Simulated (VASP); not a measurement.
Given:

```yaml
crystal:
  lattice:
    - [4.47484, 0.00000, 0.00000]
    - [0.00000, 4.47484, 0.00000]
    - [0.00000, 0.00000, 4.47484]
  atoms:
    - { symbol: Cs, position: [0.00000, 0.00000, 0.00000] }
    - { symbol: Cd, position: [0.50000, 0.50000, 0.50000] }
    - { symbol: F, position: [0.00000, 0.50000, 0.50000] }
    - { symbol: F, position: [0.50000, 0.00000, 0.50000] }
    - { symbol: F, position: [0.50000, 0.50000, 0.00000] }
```

Method: PBEsol GGA, VASP's PBE PAW potentials (set 64) (plane waves; VASP). Settings: 520 eV cut-off, 6×6×6 Γ-centred mesh, Gaussian smearing of 0.010 eV, potentials Cs_sv Cd F.

Unless said otherwise, spin-orbit coupling is left out, though it shifts the bands of the heavy elements here.

Problem. What does the run give for the energy per atom (σ→0), band gap (on the k-mesh) with the smallest direct gap where there is one?

Solution. 
The band gap (on the k-mesh) comes out as 3.18 eV, the smallest direct gap (on the k-mesh) comes out as 4.32 eV and the energy per atom (σ→0) is -4.043 eV/atom.

The structure comes from a computed database's CsCdF3 entry (Pm-3m); how it stands against other phases isn't given here. It was relaxed first.
